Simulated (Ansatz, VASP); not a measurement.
# NbAl3N4: VASP beside Ansatz

INCAR

```
SYSTEM = NbAl3N4
PREC = Accurate ; ENCUT = 520
EDIFF = 1E-6 ; ISMEAR = 0
SIGMA = 0.1 ; LREAL = .False.
LASPH = .True. ; NELM = 100
ALGO = Normal ; ISIF = 2
LWAVE = .False. ; LCHARG = .False.
GGA = PE ; NBANDS = 31
```

KPOINTS

```
Automatic mesh
0
Gamma
  10 10 10
  0 0 0
```

The input POSCAR:

```
NbAl3N4
1.0
    4.2159950271      0.0000000000      0.0000000000
    0.0000000000      4.2159950271      0.0000000000
    0.0000000000      0.0000000000      4.2159950271
Al Nb N
3 1 4
Direct
    0.0000000000      0.5000000000      0.5000000000
    0.5000000000      0.0000000000      0.5000000000
    0.5000000000      0.5000000000      0.0000000000
    0.0000000000      0.0000000000      0.0000000000
    0.5000000000      0.0000000000      0.0000000000
    0.0000000000      0.5000000000      0.0000000000
    0.0000000000      0.0000000000      0.5000000000
    0.5000000000      0.5000000000      0.5000000000
```

Input for Ansatz:

```yaml
crystal:
  lattice:
    - [4.2159950271, 0.0, 0.0]
    - [0.0, 4.2159950271, 0.0]
    - [0.0, 0.0, 4.2159950271]
  atoms:
    - { symbol: Al, position: [0.0, 0.5, 0.5] }
    - { symbol: Al, position: [0.5, 0.0, 0.5] }
    - { symbol: Al, position: [0.5, 0.5, 0.0] }
    - { symbol: Nb, position: [0.0, 0.0, 0.0] }
    - { symbol: "N", position: [0.5, 0.0, 0.0] }
    - { symbol: "N", position: [0.0, 0.5, 0.0] }
    - { symbol: "N", position: [0.0, 0.0, 0.5] }
    - { symbol: "N", position: [0.5, 0.5, 0.5] }
basis:
  ecutwfc: 420
kpoints:
  mp_grid: { grid: [10, 10, 10] }
  band_path:
    path:
      - [[0.0, 0.0, 0.0], [0.0, 0.5, 0.0], [0.5, 0.5, 0.0], [0.0, 0.0, 0.0], [0.5, 0.5, 0.5], [0.0, 0.5, 0.0]]
      - [[0.5, 0.5, 0.5], [0.5, 0.5, 0.0]]
    npoints: 14
hamiltonian:
  xc: pbe
scf:
  occupations: { method: gaussian, width: 0.1 }
  n_extra_bands: 20
output:
  forces: true
  stress: true
  eigenvalues: true
  populations: true
  dos: { projected: true, de: 0.02, nscf_kmesh: { grid: [12, 12, 12] } }
  bader: true
  write_density: true
  write_potential: true
  elf: true
  volumetric_format: npy
```

The cell was built by a generator and needn't be a form met in nature.

Alike in both runs: task single point; functional PBE; k mesh 10 × 10 × 10; occupations gaussian, width 0.1 eV; no spin polarisation.

```csv
,VASP,Ansatz
version,VASP 6.6.1,Ansatz 0.2.0
potentials or method,"VASP PAW PBE potentials, release 64 (Al, Nb_sv, N)","scalar-relativistic, plane waves, PAW"
plane-wave cutoff (eV),520,420
valence electrons in the cell,42,42
```

|  | VASP | Ansatz | Ansatz less VASP |
| --- | --- | --- | --- |
| gap on the k mesh at the Fermi level (eV) | none | none | - |
| pressure (GPa) | -0.3 | 0.0 | +0.39 |

A gap of «none» marks a metal or a gap that the smearing closes. The functional is the same, so the differences come from potentials, cutoffs and numerics.
